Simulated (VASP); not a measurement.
A convergence study with VASP on K (bcc): a few settings are varied, all else stays as given below, so the limit is that of these other settings. The cell's lengths are 1 % over those of the tabulated start, so it is off equilibrium.

```
CELL_PARAMETERS angstrom
     -2.66640     2.66640     2.66640
      2.66640    -2.66640     2.66640
      2.66640     2.66640    -2.66640
ATOMIC_POSITIONS crystal
  K  0.00000 0.00000 0.00000
```

Method: PBE GGA, VASP's PBE PAW potentials (set 64) (plane waves; VASP). The last row used: ADDGRID = .TRUE., 500 eV cut-off, 11×11×11 Γ-centred mesh, first-order Methfessel-Paxton smearing of 0.10 eV, potentials K_sv.

```
setting                                         E (eV/atom)  pressure (GPa)  plane waves
----------------------------------------------  -----------  --------------  -----------
ADDGRID = unset, ENCUT = 200, PREC = Low            -1.0469           -0.94          494
ADDGRID = unset, ENCUT = 200, PREC = Normal         -1.0474           -0.90          494
ADDGRID = .TRUE., ENCUT = 200, PREC = Normal        -1.0472           -0.91          494
ADDGRID = .TRUE., ENCUT = 200, PREC = Accurate      -1.0472           -0.93          494
ADDGRID = unset, ENCUT = 300, PREC = Low            -1.0471           -0.26          935
ADDGRID = unset, ENCUT = 300, PREC = Normal         -1.0467           -0.23          935
ADDGRID = .TRUE., ENCUT = 300, PREC = Normal        -1.0468           -0.23          935
ADDGRID = .TRUE., ENCUT = 300, PREC = Accurate      -1.0468           -0.23          935
ADDGRID = unset, ENCUT = 400, PREC = Low            -1.0487           -0.13         1409
ADDGRID = unset, ENCUT = 400, PREC = Normal         -1.0484           -0.11         1409
ADDGRID = .TRUE., ENCUT = 400, PREC = Normal        -1.0484           -0.11         1409
ADDGRID = .TRUE., ENCUT = 400, PREC = Accurate      -1.0484           -0.11         1409
ADDGRID = unset, ENCUT = 500, PREC = Low            -1.0489           -0.11         1961
ADDGRID = unset, ENCUT = 500, PREC = Normal         -1.0485           -0.11         1961
ADDGRID = .TRUE., ENCUT = 500, PREC = Normal        -1.0485           -0.11         1961
ADDGRID = .TRUE., ENCUT = 500, PREC = Accurate      -1.0485           -0.11         1961
```

Left out are rungs that failed or repeat a setting and relaxations that didn't move; long series are thinned to 24 rows.

The compound is K in the bcc structure. The cell was not relaxed at this level.
